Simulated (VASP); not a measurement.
## AlNi (relaxed from the CuPt structure, space group R-3m): computed properties

Computed with PBEsol GGA, VASP's PBE PAW potentials (set 64) (plane waves; VASP).

```yaml
space_group: R-3m (166)
cell: a = 2.698 Å, b = 2.698 Å, c = 11.587 Å, α = 90.00°, β = 90.00°, γ = 120.00°
volume_per_atom: 12.17 Å³/atom
band gap (over mesh and band path): none (metal, semimetal or under 0.01 eV)
band_gap_with_spin_orbit_coupling: none (metallic)
density: 5.84 g/cm³
```

```yaml
crystal:
  lattice:
    - [1.34895, 0.77882, 3.86234]
    - [-1.34895, 0.77882, 3.86234]
    - [0.00000, -1.55763, 3.86234]
  atoms:
    - { symbol: Al, position: [0.00000, 0.00000, 0.00000] }
    - { symbol: Ni, position: [0.50000, 0.50000, 0.50000] }
```

The structure was generated: AlNi was put into the CuPt type (R-3m), which need not be its known phase. It was relaxed first, which changed the volume by -8 %. Symmetry was kept, so distortions that lower it aren't found.
